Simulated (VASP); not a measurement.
Here is the system:

```
CELL_PARAMETERS angstrom
     -2.56559     2.56559     2.56559
      2.56559    -2.56559     2.56559
      2.56559     2.56559    -2.56559
ATOMIC_POSITIONS crystal
  Ba 0.00000 0.00000 0.00000
```

All values below come from r2SCAN meta-GGA, VASP's PBE PAW potentials (set 64) (plane waves; VASP). Run with 520 eV cut-off, 10×10×10 Γ-centred mesh, first-order Methfessel-Paxton smearing of 0.10 eV, potentials Ba_sv.

Question: The job: Ba (bcc), 1 atom, r2SCAN, static run, 520 eV, 10×10×10 Γ-centred mesh. Roughly how much core time does it take on a busy server core?

Answer: About 7 core-minutes (one run on a shared machine, a rough figure). It had 47 irreducible k-points, 9 bands, up to 1878 plane waves and 35 electronic steps.

The compound is Ba in the bcc structure. This cell is one point of a volume scan, at 1.03 of the reference volume.
